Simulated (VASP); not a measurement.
Data:

```
CELL_PARAMETERS angstrom
      3.62209    -2.10455     0.00000
      3.62209     2.10455     0.00000
     -0.01077     0.00000     5.19449
ATOMIC_POSITIONS crystal
  Te 0.31867 0.31867 0.28912
  Te 0.68133 0.68133 0.71088
  Au 0.00000 0.00000 0.00000
```

All values below come from PBEsol GGA, VASP's PBE PAW potentials (set 64) (plane waves; VASP). Settings: 300 eV cut-off, 7×7×5 Γ-centred mesh, Gaussian smearing of 0.10 eV, potentials Te Au.

At this cut-off the stress carries a Pulay error, which pulls relaxed volumes low. Energy and stress use the plane-wave basis of the starting cell.

**Question.** The ions, cell shape and volume are relaxed. What does this cell relax into?

**Answer.** 
```
CELL_PARAMETERS angstrom
      3.59568    -2.06761    -0.01384
      3.59568     2.06761    -0.01384
     -0.03011     0.00000     5.10314
ATOMIC_POSITIONS crystal
  Te 0.32547 0.32547 0.29002
  Te 0.67453 0.67453 0.70998
  Au 0.00000 0.00000 0.00000
```
Space group C2/m (12), at a tolerance of 0.03 Å.

**Question.** How do energy and volume change from the first to the last step?

**Answer.** The energy (σ→0) changes by -11.6 meV/atom and the volume by -4.2 %, in 18 ionic steps.

The structure comes from a computed database's Te2Au entry; how it stands against other phases isn't given here. This run relaxes it. Symmetry was kept, so distortions that lower it aren't found. The run is one of a series of settings (EDIFFG = -0.01, IBRION = 2, ISIF = 3, NSW = 50 against the base run), some of them coarse on purpose. The electron count is odd and the run is not spin-polarised, which forces a metal.
